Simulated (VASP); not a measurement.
Data:

```
CELL_PARAMETERS angstrom
      2.06945     1.19480     6.73130
     -2.06945     1.19480     6.73130
      0.00000    -2.38959     6.73130
ATOMIC_POSITIONS crystal
  Zn 0.63500 0.63500 0.63500
  Sn 0.11697 0.11697 0.11697
  As 0.98931 0.98931 0.98931
  As 0.50870 0.50870 0.50870
```

Calculation: PBEsol GGA, VASP's PBE PAW potentials (set 64) (plane waves; VASP). Numerical set-up: 400 eV cut-off, Gaussian smearing of 0.050 eV, potentials Zn Sn_d As.

Unless said otherwise, spin-orbit coupling is left out, though it shifts the bands of the heavy elements here.

Problem. Estimate the band gap (along the path) with the smallest direct gap where there is one.

Solution. 
| Item | Value |
|---|---|
| band gap (along the path) | none (metal, semimetal or under 0.01 eV) |

Only differences to runs with the same potentials and settings are physical.

The structure comes from a computed database's ZnSnAs2 entry (R3m); how it stands against other phases isn't given here. It was relaxed first, which changed the volume by -5 %.
